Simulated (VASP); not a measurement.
Computed with PBE GGA, VASP's PBE PAW potentials (set 64) (plane waves; VASP).

Input for VASP

File KPOINTS:
```
Automatic mesh
0
Gamma
9 9 9
0 0 0
```

**POSCAR**
```
RhAl
1.0
  0.0000000000   3.0368620000   3.0368620000
  3.0368620000   0.0000000000   3.0368620000
  3.0368620000   3.0368620000   0.0000000000
Rh Al
1 1
Cart
  0.0000000000   0.0000000000   0.0000000000
  1.5184310000   1.5184310000   1.5184310000
```

**INCAR**
```
! general
SYSTEM   =  RhAl
PREC     =  Accurate
ENCUT    =  400
LREAL    =  .FALSE.
LASPH    =  .TRUE.

! electronic loop
EDIFF    =  1E-6
NELM     =  100
ALGO     =  Normal
LMAXMIX  =  4

! smearing
ISMEAR   =  1
SIGMA    =  0.1

! functional
GGA      =  PE

! ions
IBRION   =  2
NSW      =  60
ISIF     =  3
EDIFFG   =  -0.01

! output
LWAVE    =  .FALSE.
LCHARG   =  .FALSE.
```

POTCAR, in this order: Rh_pv Al (PBE.64 set). Program: vasp_std.

Output of the run:

File OSZICAR:
```
       N       E                     dE             d eps       ncg     rms          rms(c)
DAV:   1     0.607165900496E+02    0.60717E+02   -0.92231E+03  1190   0.982E+02
DAV:   2    -0.850068479261E+01   -0.69217E+02   -0.65087E+02  1030   0.230E+02
DAV:   3    -0.989266818829E+01   -0.13920E+01   -0.13789E+01  1090   0.343E+01
DAV:   4    -0.990841937434E+01   -0.15751E-01   -0.15745E-01  1075   0.376E+00
DAV:   5    -0.990871703260E+01   -0.29766E-03   -0.29765E-03  1155   0.485E-01    0.289E+00
DAV:   6    -0.989020697728E+01    0.18510E-01   -0.61220E-02   970   0.301E+00    0.147E+00
DAV:   7    -0.988745947590E+01    0.27475E-02   -0.58463E-02   945   0.174E+00    0.112E+00
DAV:   8    -0.987951965243E+01    0.79398E-02   -0.38787E-02   940   0.234E+00    0.150E-01
DAV:   9    -0.987968502432E+01   -0.16537E-03   -0.11402E-03  1070   0.354E-01    0.290E-02
DAV:  10    -0.987969538698E+01   -0.10363E-04   -0.49515E-05  1117   0.727E-02    0.179E-02
DAV:  11    -0.987970050694E+01   -0.51200E-05   -0.92431E-06  1040   0.205E-02    0.499E-03
DAV:  12    -0.987970013041E+01    0.37652E-06   -0.73814E-07   765   0.103E-02
   1 F= -.98797001E+01 E0= -.98794065E+01  d E =-.987970E+01
       N       E                     dE             d eps       ncg     rms          rms(c)
DAV:   1    -0.713442904170E+02   -0.61465E+02   -0.79540E+02   915   0.320E+02    0.758E+01
DAV:   2    -0.167342555218E+02    0.54610E+02   -0.32867E+02   910   0.192E+02    0.199E+01
DAV:   3    -0.112722396045E+02    0.54620E+01   -0.43611E+01   930   0.714E+01    0.187E+01
DAV:   4    -0.109944840501E+02    0.27776E+00   -0.64856E-01  1140   0.838E+00    0.161E+01
DAV:   5    -0.106326811146E+02    0.36180E+00   -0.11124E+00   950   0.907E+00    0.104E+00
DAV:   6    -0.106291827564E+02    0.34984E-02   -0.65225E-02  1115   0.266E+00    0.497E-01
DAV:   7    -0.106315380121E+02   -0.23553E-02   -0.65513E-03   955   0.900E-01    0.174E-01
DAV:   8    -0.106314098145E+02    0.12820E-03   -0.11735E-03  1070   0.317E-01    0.271E-02
DAV:   9    -0.106314092624E+02    0.55207E-06   -0.13982E-04  1005   0.132E-01    0.271E-02
DAV:  10    -0.106314004758E+02    0.87867E-05   -0.21519E-05   955   0.503E-02    0.366E-03
DAV:  11    -0.106314006137E+02   -0.13791E-06   -0.81462E-07   490   0.750E-03
   2 F= -.10631401E+02 E0= -.10631382E+02  d E =-.751700E+00
       N       E                     dE             d eps       ncg     rms          rms(c)
DAV:   1    -0.119085903911E+02   -0.12772E+01   -0.15440E+01   910   0.533E+01    0.808E+00
DAV:   2    -0.110765537063E+02    0.83204E+00   -0.11058E+01   910   0.355E+01    0.481E+00
DAV:   3    -0.106621104619E+02    0.41444E+00   -0.15319E+00   910   0.129E+01    0.112E+00
DAV:   4    -0.106589721167E+02    0.31383E-02   -0.24164E-02   915   0.145E+00    0.606E-01
DAV:   5    -0.106584756022E+02    0.49651E-03   -0.62433E-03   990   0.602E-01    0.133E-01
DAV:   6    -0.106585801116E+02   -0.10451E-03   -0.53815E-04  1115   0.219E-01    0.340E-02
DAV:   7    -0.106585894342E+02   -0.93226E-05   -0.38112E-05  1065   0.561E-02    0.839E-03
DAV:   8    -0.106585898131E+02   -0.37890E-06   -0.10198E-06   650   0.997E-03
   3 F= -.10658590E+02 E0= -.10658561E+02  d E =-.778890E+00
```

**OUTCAR**
```
------------------------ aborting loop because EDIFF is reached ----------------------------------------
  FORCE on cell =-STRESS in cart. coord.  units (eV):
  Direction    XX          YY          ZZ          XY          YZ          ZX
  --------------------------------------------------------------------------------------
  Total        0.0008212      0.0008212      0.0008212      0.0000000     -0.0000000     -0.0000000
  in kB        0.0318038      0.0318038      0.0318038      0.0000000     -0.0000000     -0.0000000
  external PRESSURE =       0.0318038 kB  Pullay stress =       0.0000000 kB
  volume of cell :       41.37
      direct lattice vectors                 reciprocal lattice vectors
    -0.000000000  2.745043676  2.745043676    -0.182146464  0.182146464  0.182146464
     2.745043676 -0.000000000  2.745043676     0.182146464 -0.182146464  0.182146464
     2.745043676  2.745043676  0.000000000     0.182146464  0.182146464 -0.182146464
 POSITION                                       TOTAL-FORCE (eV/Angst)
 -----------------------------------------------------------------------------------
     -0.00000      0.00000      0.00000        -0.000000      0.000000      0.000000
      1.37252      1.37252      1.37252         0.000000     -0.000000     -0.000000
 -----------------------------------------------------------------------------------
    total drift:                                0.000000      0.000000      0.000000
  FREE ENERGIE OF THE ION-ELECTRON SYSTEM (eV)
  ---------------------------------------------------
  free  energy   TOTEN  =       -10.6585898131 eV

  energy  without entropy=      -10.6585037387  energy(sigma->0) =      -10.65856112

 reached required accuracy - stopping structural energy minimisation
```
(Selected blocks of OUTCAR.)

CONTCAR:
```
RhAl
   1.00000000000000
    -0.0000000000000000    2.7450436761564969    2.7450436761564969
     2.7450436761564969   -0.0000000000000000    2.7450436761564969
     2.7450436761564969    2.7450436761564969    0.0000000000000000
  Rh              Al
     1     1
Direct
     0.0000000000000000    0.0000000000000000    0.0000000000000000
     0.2500000000000000    0.2500000000000000    0.2500000000000000
```

Energy and stress use the plane-wave basis of the starting cell.

The structure was generated: RhAl was put into the zinc blende type (F-43m), which need not be its known phase. This run relaxes it. Symmetry was kept, so distortions that lower it aren't found.
